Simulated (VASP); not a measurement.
Input:

```
CELL_PARAMETERS angstrom
      0.00000     2.61138     2.61138
      2.61138     0.00000     2.61138
      2.61138     2.61138     0.00000
ATOMIC_POSITIONS crystal
  Mg 0.00000 0.00000 0.00000
  S  0.50000 0.50000 0.50000
```

Computed with HSE06 screened hybrid, VASP's PBE PAW potentials (set 64) (plane waves; VASP 6.6.1). Run with 520 eV cut-off, 6×6×6 Γ-centred mesh, Gaussian smearing of 0.050 eV, potentials Mg S.

### Question
What does the run give for the energy per atom (σ→0), pressure, band gap (over the mesh, the named points and PBE's band edges) with the smallest direct gap where there is one?

### Answer

* **band gap (over the mesh, the named points and PBE's band edges)**: 3.74 eV
* **smallest direct gap (over the mesh, the named points and PBE's band edges)**: 4.72 eV
* **energy per atom (σ→0)**: -4.952 eV/atom
* **pressure**: -15.9 kbar

Total energies compare only between runs with the same potentials, cut-off and functional.

The compound is MgS in the rock salt structure. It was relaxed first.
